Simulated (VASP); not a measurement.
A VASP calculation is set up with these files.

**INCAR**
```
SYSTEM = Zr
PREC = Accurate; ENCUT = 300; LREAL = .False.
LASPH = .True.
EDIFF = 1E-6; NELM = 100; ALGO = Normal
LMAXMIX = 4
ISMEAR = -1; SIGMA = 0.1
GGA = PE
IBRION = 2; NSW = 50; ISIF = 3
EDIFFG = -0.01
LWAVE = .False.; LCHARG = .False.
```

**POSCAR**
```
Zr
1.0
  3.2194220000   0.0000000000   0.0000000000
 -1.6097110000   2.7881020000   0.0000000000
  0.0000000000   0.0000000000  10.3585130000
Zr
4
Direct
 -0.0014270000   0.0047680000  -0.0010620000
  0.0035710000   0.0049800000   0.4997130000
  0.3425930000   0.6638300000   0.2518000000
  0.6552630000   0.3264230000   0.7495490000
```

**KPOINTS**
```
Automatic mesh
0
Gamma
8 8 2
0 0 0
```

POTCAR, in this order: Zr_sv (PBE.64 set). Program: vasp_std.

Write an equivalent input for Quantum ESPRESSO's pw.x.

One equivalent input (not run):
```
&CONTROL
  calculation = 'vc-relax'
  pseudo_dir = './pseudo'
  outdir = './out'
  tprnfor = .true.
  tstress = .true.
  nstep = 50
  forc_conv_thr = 0.00039
/
&SYSTEM
  ibrav = 0
  nat = 4
  ntyp = 1
  ecutwfc = 66
  occupations = 'smearing'
  smearing = 'fermi-dirac'
  degauss = 0.00735
  input_dft = 'pbe'
/
&ELECTRONS
  conv_thr = 7.3e-08
  electron_maxstep = 100
/
&IONS
/
&CELL
/
ATOMIC_SPECIES
  Zr 91.224 Zr.upf
CELL_PARAMETERS angstrom
     3.2194220    0.0000000    0.0000000
    -1.6097110    2.7881020    0.0000000
     0.0000000    0.0000000   10.3585130
ATOMIC_POSITIONS crystal
  Zr  -0.0014270  0.0047680 -0.0010620
  Zr   0.0035710  0.0049800  0.4997130
  Zr   0.3425930  0.6638300  0.2518000
  Zr   0.6552630  0.3264230  0.7495490
K_POINTS automatic
  8 8 2 0 0 0
```
The two are equivalent in intent, not identical: the potentials are each code's own (VASP's PAW set, PseudoDojo norm-conserving files in pw.x), so ENCUT and ecutwfc are chosen apart and not converted; conv_thr bounds pw.x's estimated SCF error, while EDIFF bounds the energy change between steps; forc_conv_thr acts on force components and is met together with etot_conv_thr.

The structure was generated: Zr was put into an ordered model structure, which need not be its known phase. In the starting cell atoms are displaced from their ideal sites. This run relaxes it. The k-mesh is coarse (spacing up to 0.30 per Å, 2π included), so the numbers may not be converged in it. The run is one of a series of settings (EDIFFG = -0.01, IBRION = 2, ISIF = 3, NSW = 50 against the base run), some of them coarse on purpose.
